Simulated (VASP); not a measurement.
Here is the system:

```
CELL_PARAMETERS angstrom
      3.89734     0.00000     0.00000
      0.00000     3.89734     0.00000
      0.00000     0.00000     3.89734
ATOMIC_POSITIONS crystal
  Dy 0.00000 0.00000 0.00000
  Bi 0.50000 0.50000 0.50000
```

Calculation: PBEsol GGA, VASP's PBE PAW potentials (set 64) (plane waves; VASP). Numerical set-up: 400 eV cut-off, 9×9×9 Γ-centred mesh, first-order Methfessel-Paxton smearing of 0.10 eV, potentials Dy_3 Bi_d.

The 4f electrons are frozen in the core of the lanthanide potential, so 4f levels, which can set the real gap, and their magnetism are missing. Unless said otherwise, spin-orbit coupling is left out, though it shifts the bands of the heavy elements here.

Q: Estimate the energy per atom (σ→0), pressure, band gap (on the k-mesh) with the smallest direct gap where there is one.

A: 
```yaml
band gap (on the k-mesh): none (metal, semimetal or under 0.01 eV)
energy per atom (σ→0): -5.274 eV/atom
pressure: -3.50 GPa
```

Total energies compare only between runs with the same potentials, cut-off and functional.

The structure was generated: DyBi was put into the CsCl type (Pm-3m), which need not be its known phase. The cell was not relaxed at this level. The run is one of a series of settings (GGA = PS against the base run), some of them coarse on purpose.
